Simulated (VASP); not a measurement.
# CaSnSe (P6_3/mmc) in VASP: single point with PBE

Aim: the single point of CaSnSe with PBE.

All numbers are computed with VASP 6.6.1; they aren't measurements. Logs are shortened: lines on timing, memory, paths and dates and some standing lists are left out, and cuts for length are marked.

## 1. Starting point

Symmetry: P6_3/mmc, No. 194, hexagonal system. The conventional cell has a = 5.194 Å, b = 5.194 Å, c = 6.987 Å, α = 90.00°, β = 90.00°, γ = 120.00°. Ca (site symmetry -3m) has 6 Sn at 3.47 Å and 6 Se at 3.47 Å and 2 Ca at 3.49 Å as nearest neighbours. Around Sn (site symmetry -6m2) lie 3 Se at 3.00 Å. Se (site symmetry -6m2) is surrounded by 3 Sn at 3.00 Å.

The cell was built by a generator and needn't be a form met in nature.

## 2. Single point, PBE

The input, INCAR:

```
SYSTEM = CaSnSe
PREC = Accurate ; ENCUT = 520
EDIFF = 1E-6 ; ISMEAR = 0
SIGMA = 0.1 ; LREAL = .FALSE.
LASPH = .TRUE. ; NELM = 100
ALGO = Fast ; ISIF = 2
LWAVE = .FALSE. ; LCHARG = .FALSE.
GGA = PE ; NBANDS = 39
```

The input, KPOINTS:

```
Automatic mesh
0
G
  12 12 6
  0 0 0
```

The input, POSCAR:

```
CaSnSe
1.0
    5.1939724627      0.0000000000      0.0000000000
   -2.5969862314      4.4981120992      0.0000000000
    0.0000000000      0.0000000000      6.9869509943
Ca Sn Se
2 2 2
Direct
    0.0000000000      0.0000000000      0.0000000000
    0.0000000000      0.0000000000      0.5000000000
    0.3333333333      0.6666666667      0.2500000000
    0.6666666667      0.3333333333      0.7500000000
    0.6666666667      0.3333333333      0.2500000000
    0.3333333333      0.6666666667      0.7500000000
```

Potentials or basis: VASP PAW PBE potentials, release 64 (Ca_sv, Sn_d, Se).

The run is started by

```console
cat potpaw_PBE.64/Ca_sv/POTCAR potpaw_PBE.64/Sn_d/POTCAR potpaw_PBE.64/Se/POTCAR > POTCAR
mpirun -np 1 vasp_std > vasp.out
```

OUTCAR:

```text
SYSTEM = CaSnSe
   PREC = Accurate
   ENCUT = 520
   EDIFF = 1E-6
   ISMEAR = 0
   LREAL = .FALSE.
   LASPH = .TRUE.
   NELM = 100
   ISIF = 2
   GGA = PE

 ion  position               nearest neighbor table
   1  0.000  0.000  0.000-
   2  0.000  0.000  0.500-
   3  0.333  0.667  0.250-   5 3.00   5 3.00   5 3.00
   4  0.667  0.333  0.750-   6 3.00   6 3.00   6 3.00
   5  0.667  0.333  0.250-   3 3.00   3 3.00   3 3.00
   6  0.333  0.667  0.750-   4 3.00   4 3.00   4 3.00

  LATTYP: Found a hexagonal cell.
 ALAT       =     5.1939724627
 C/A-ratio  =     1.3452037038

  Lattice vectors:

 A1 = (   5.1939724627,   0.0000000000,   0.0000000000)
 A2 = (  -2.5969862314,   4.4981120992,   0.0000000000)
 A3 = (   0.0000000000,   0.0000000000,   6.9869509943)

Analysis of symmetry for initial positions (statically):
=====================================================================
 Subroutine PRICEL returns:
 Original cell was already a primitive cell.

 Routine SETGRP: Setting up the symmetry group for a
 hexagonal supercell.

 Subroutine GETGRP returns: Found 24 space group operations
 (whereof 12 operations were pure point group operations)
 out of a pool of 24 trial point group operations.

The static configuration has the point symmetry D_3d.
 The point group associated with its full space group is D_6h.

Analysis of symmetry for dynamics (positions and initial velocities):
=====================================================================
 Subroutine PRICEL returns:
 Original cell was already a primitive cell.

 Routine SETGRP: Setting up the symmetry group for a
 hexagonal supercell.

 Subroutine GETGRP returns: Found 24 space group operations
 (whereof 12 operations were pure point group operations)
 out of a pool of 24 trial point group operations.

The dynamic configuration has the point symmetry D_3d.
 The point group associated with its full space group is D_6h.

 Subroutine INISYM returns: Found 24 space group operations
 (whereof 12 operations are pure point group operations),
 and found     1 'primitive' translations

----------------------------------------------------------------------------------------

                                     Primitive cell

  volume of cell :     163.2366

  direct lattice vectors                    reciprocal lattice vectors
     5.193972463  0.000000000  0.000000000     0.192530863  0.111157746  0.000000000
    -2.596986231  4.498112099  0.000000000     0.000000000  0.222315491  0.000000000
     0.000000000  0.000000000  6.986950994     0.000000000  0.000000000  0.143123946

  length of vectors
     5.193972463  5.193972463  6.986950994     0.222315491  0.222315491  0.143123946

  position of ions in fractional coordinates (direct lattice)
     0.000000000  0.000000000  0.000000000
     0.000000000  0.000000000  0.500000000
     0.333333333  0.666666667  0.250000000
     0.666666667  0.333333333  0.750000000
     0.666666667  0.333333333  0.250000000
     0.333333333  0.666666667  0.750000000

  ion indices of the primitive-cell ions
   primitive index   ion index
                 1           1
                 2           2
                 3           3
                 4           4
                 5           5
                 6           6

----------------------------------------------------------------------------------------

 KPOINTS: Automatic mesh

Automatic generation of k-mesh.
 Grid dimensions read from file:
 generate k-points for:   12   12    6

 Generating k-lattice:

  Cartesian coordinates                     Fractional coordinates (reciprocal lattice)
     0.016044239  0.009263145  0.000000000     0.083333333  0.000000000  0.000000000
     0.000000000  0.018526291  0.000000000     0.000000000  0.083333333  0.000000000
     0.000000000  0.000000000  0.023853991     0.000000000  0.000000000  0.166666667

  Length of vectors
     0.018526291  0.018526291  0.023853991

  Shift w.r.t. Gamma in fractional coordinates (k-lattice)
     0.000000000  0.000000000  0.000000000

 Subroutine IBZKPT returns following result:
 ===========================================

 Found     76 irreducible k-points:

 Following reciprocal coordinates:
            Coordinates               Weight
  0.000000  0.000000  0.000000      1.000000
  0.083333  0.000000  0.000000      6.000000
  0.166667  0.000000  0.000000      6.000000
  0.250000  0.000000  0.000000      6.000000
  0.333333  0.000000  0.000000      6.000000
  0.416667  0.000000  0.000000      6.000000
[... 16 lines left out ...]
  0.250000  0.000000  0.166667     12.000000
  0.333333  0.000000  0.166667     12.000000
 [... further k-points ...]
   k-points           NKPTS =     76   k-points in BZ     NKDIM =     76   number of bands    NBANDS=     39
   number of dos      NEDOS =    301   number of ions     NIONS =      6
   total plane-waves  NPLWV =  86400
   dimension x,y,z NGX =    40 NGY =   40 NGZ =   54
   dimension x,y,z NGXF=    80 NGYF=   80 NGZF=  108
   ions per type =               2   2   2
   NGX,Y,Z   is equivalent  to a cutoff of  12.80, 12.80, 12.85 a.u.
   NGXF,Y,Z  is equivalent  to a cutoff of  25.61, 25.61, 25.70 a.u.
 SYSTEM =  CaSnSe
   PREC   = accura    normal or accurate (medium, high low for compatibility)
   ISTART =      0    job   : 0-new  1-cont  2-samecut
   ICHARG =      2    charge: 1-file 2-atom 10-const
   ISPIN  =      1    spin polarized calculation?
   LNONCOLLINEAR =      F non collinear calculations
   LSORBIT =      F    spin-orbit coupling
   LASPH  =      T    aspherical Exc in radial PAW
   ENCUT  =  520.0 eV  38.22 Ry    6.18 a.u.   9.66  9.66 12.99*2*pi/ulx,y,z
   NELM   =    100;   NELMIN=  2; NELMDL= -5     # of ELM steps
   EDIFF  = 0.1E-05   stopping-criterion for ELM
   LREAL  =      F    real-space projection
   EDIFFG = 0.1E-04   stopping-criterion for IOM
   NSW    =      0    number of steps for IOM
   IBRION =     -1    ionic relax: 0-MD 1-quasi-New 2-CG
   NFREE  =      0    steps in history (QN), initial steepest desc. (CG)
   ISIF   =      2    stress and relaxation
   ISYM   =      2    0-nonsym 1-usesym 2-fastsym
   POTIM  = 0.5000    time-step for ionic-motion
   TEBEG  =    0.0;   TEEND  =   0.0 temperature during run
   PSTRESS=    0.0 pullay stress
   NELECT =      60.0000    total number of electrons
   NUPDOWN=      -1.0000    fix difference up-down
   EMIN   =  10.00;   EMAX   =-10.00  energy-range for DOS
   EFERMI =   0.00;   METHOD = LEGACY
   ISMEAR =     0;   SIGMA  =   0.10  broadening in eV -4-tet -1-fermi 0-gaus
   EFERMI_NEDOS =   21; number of points for ismear=-14 and -15
   IALGO  =     68    algorithm
   IMIX   =      4    mixing-type and parameters
     AMIX     =   0.40;   BMIX     =  1.00
     AMIX_MAG =   1.60;   BMIX_MAG =  1.00
  volume/ion in A,a.u.               =      27.21       183.60
  Fermi-wavevector in a.u.,A,eV,Ry     =   1.172698  2.216077 18.711000  1.375220
  Thomas-Fermi vector in A             =   2.309122
   LORBIT       =      0    0 simple, 1 ext, 2 COOP (PROOUT), +10 PAW based schemes
   GGA     = PE    functional components
   LHFCALC =     F    Hartree Fock is set to
   AEXX    =    0.0000 exact exchange contribution
   IVDW    =     0    specifies the selected vdW correction
   LEPSILON=     F    determine dielectric tensor
   LRPA    =     F    only Hartree local field effects (RPA)
 non-spin polarized calculation
 RMM-DIIS sequential band-by-band and
 Gauss-broadening in eV      SIGMA  =   0.10
  energy-cutoff  :      520.00
  volume of cell :      163.24
 maximum number of plane-waves:      4454
 NGX is ok and might be reduce to    40
   NGX = 19   NGY = 19   NGZ = 25

 number of electron      59.9999994 magnetization

 Free energy of the ion-electron system (eV)
  ---------------------------------------------------
  ext. energy  EPLUGINS =         0.00000000
  ---------------------------------------------------
  free energy    TOTEN  =       -21.31681200 eV

  energy without entropy =      -21.29608923  energy(sigma->0) =      -21.30645062

 E-fermi :   5.4745     XC(G=0):  -9.5435

 val. band max:        5.4692750158   @ k =   0.3333   0.0833   0.3333
 cond. band min:       5.4832017238   @ k =   0.2500   0.0000   0.3333
 fundamental gap:      0.0139267080
 Fermi energy:         5.4745176068

 k-point     1 :       0.0000    0.0000    0.0000
  band No.  band energies     occupation
      1     -36.3453      2.00000
      2     -36.3253      2.00000
      3     -17.5137      2.00000
      4     -17.3517      2.00000
      5     -17.3517      2.00000
      6     -17.3231      2.00000
[... 31 lines left out ...]
     38       9.1163      0.00000
     39       9.1995      0.00000

 k-point     2 :       0.0833    0.0000    0.0000
  band No.  band energies     occupation
      1     -36.3453      2.00000
      2     -36.3253      2.00000
      3     -17.5135      2.00000
      4     -17.3521      2.00000
      5     -17.3516      2.00000
      6     -17.3233      2.00000
[... 31 lines left out ...]
     38       9.0405      0.00000
     39       9.1347      0.00000

 k-point     3 :       0.1667    0.0000    0.0000
  band No.  band energies     occupation
      1     -36.3452      2.00000
      2     -36.3253      2.00000
      3     -17.5130      2.00000
      4     -17.3531      2.00000
      5     -17.3515      2.00000
      6     -17.3238      2.00000
[... 31 lines left out ...]
     38       8.6122      0.00000
     39       9.1075      0.00000

 k-point     4 :       0.2500    0.0000    0.0000
  band No.  band energies     occupation
      1     -36.3452      2.00000
      2     -36.3253      2.00000
      3     -17.5125      2.00000
      4     -17.3545      2.00000
      5     -17.3513      2.00000
      6     -17.3246      2.00000
[... 31 lines left out ...]
     38       8.7616      0.00000
     39       9.1935      0.00000
[... 754 lines left out ...]
     38       8.5531      0.00000
     39       9.0842      0.00000

 k-point    23 :       0.2500    0.0000    0.1667
  band No.  band energies     occupation
      1     -36.3439      2.00000
      2     -36.3266      2.00000
      3     -17.4974      2.00000
      4     -17.3525      2.00000
      5     -17.3495      2.00000
      6     -17.3266      2.00000
[... 31 lines left out ...]
     38       8.8601      0.00000
     39       8.9877      0.00000

 k-point    24 :       0.3333    0.0000    0.1667
  band No.  band energies     occupation
      1     -36.3438      2.00000
      2     -36.3266      2.00000
      3     -17.4968      2.00000
      4     -17.3538      2.00000
      5     -17.3494      2.00000
      6     -17.3275      2.00000
[... 31 lines left out ...]
     38       8.3240      0.00000
     39       8.9678      0.00000

 [... further k-points ...]

------------------------ aborting loop because EDIFF is reached ----------------------------------------

  FORCE on cell =-STRESS in cart. coord.  units (eV):
  Direction    XX          YY          ZZ          XY          YZ          ZX
  --------------------------------------------------------------------------------------
  -------------------------------------------------------------------------------------
  Total        0.0266081      0.0266081      0.0301637     -0.0000000     -0.0000000      0.0000000
  in kB        0.2611599      0.2611599      0.2960586     -0.0000000     -0.0000000      0.0000000
  external PRESSURE =       0.2727928 kB  Pullay stress =       0.0000000 kB

 VOLUME and BASIS-vectors are now :
 -----------------------------------------------------------------------------
  energy-cutoff  :      520.00
  volume of cell :      163.24
      direct lattice vectors                 reciprocal lattice vectors
     5.193972463  0.000000000  0.000000000     0.192530863  0.111157746  0.000000000
    -2.596986231  4.498112099  0.000000000     0.000000000  0.222315491  0.000000000
     0.000000000  0.000000000  6.986950994     0.000000000  0.000000000  0.143123946

 POSITION                                       TOTAL-FORCE (eV/Angst)
 -----------------------------------------------------------------------------------
      0.00000      0.00000      0.00000        -0.000000      0.000000     -0.000000
      0.00000      0.00000      3.49348        -0.000000      0.000000     -0.000000
     -0.00000      2.99874      1.74674         0.000000     -0.000000      0.000000
      2.59699      1.49937      5.24021        -0.000000      0.000000     -0.000000
      2.59699      1.49937      1.74674         0.000000     -0.000000     -0.000000
     -0.00000      2.99874      5.24021        -0.000000      0.000000     -0.000000
 -----------------------------------------------------------------------------------
    total drift:                               -0.000000      0.000000      0.000000

  FREE ENERGIE OF THE ION-ELECTRON SYSTEM (eV)
  ---------------------------------------------------
  free  energy   TOTEN  =       -21.3168120043 eV

  energy  without entropy=      -21.2960892306  energy(sigma->0) =      -21.30645062
```

Run time: 8.2 min. Hardware: 1 thread of Intel Xeon 6975P-C (Granite Rapids), shared host; peak memory 0.59 GiB.

What came out:

```yaml
Free_energy: -21.3168 eV
Pressure: 0.0 GPa
Band_gap_on_the_k_mesh: none (metal or under the smearing width)
```

Levels at points of the mesh, in eV from the Fermi level:
```
           k point  band 26  band 27  band 28  band 29  band 30  band 31  band 32  band 33  band 34  band 35
(0.00, 0.00, 0.00)    -3.35    -3.35    -2.43    -0.66    -0.66    -0.10    -0.10     0.34     1.56     1.75
(0.50, 0.00, 0.00)    -3.64    -3.52    -2.30     0.63     0.67     0.89     1.08     1.39     1.96     2.23
(0.00, 0.00, 0.50)    -3.85    -3.14    -3.14    -0.47    -0.47    -0.47    -0.47     0.50     0.50     1.67
(0.50, 0.00, 0.50)    -3.32    -2.47    -2.47    -0.78    -0.78     1.02     1.02     1.44     1.44     2.38
```
